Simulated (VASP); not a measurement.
Consider the following.

```yaml
crystal:
  lattice:
    - [0.00000, 3.02500, 3.02500]
    - [3.02500, 0.00000, 3.02500]
    - [3.02500, 3.02500, 0.00000]
  atoms:
    - { symbol: Cd, position: [0.00000, 0.00000, 0.00000] }
    - { symbol: Se, position: [0.25000, 0.25000, 0.25000] }
```

Computed with PBE GGA, VASP's PBE PAW potentials (set 64) (plane waves; VASP). Settings: 300 eV cut-off, 9×9×9 Γ-centred mesh, Fermi-Dirac smearing of 0.050 eV, potentials Cd Se.

At this cut-off the stress carries a Pulay error, which pulls relaxed volumes low.

Give the stress tensor in GPa (positive for a compressed cell).

```
4.12  0.00  0.00
0.00  4.12  0.00
0.00  0.00  4.12
```
The pressure is its mean diagonal, 4.12 GPa.

The structure is a typed CdSe crystal (F-43m). The cell was not relaxed at this level.
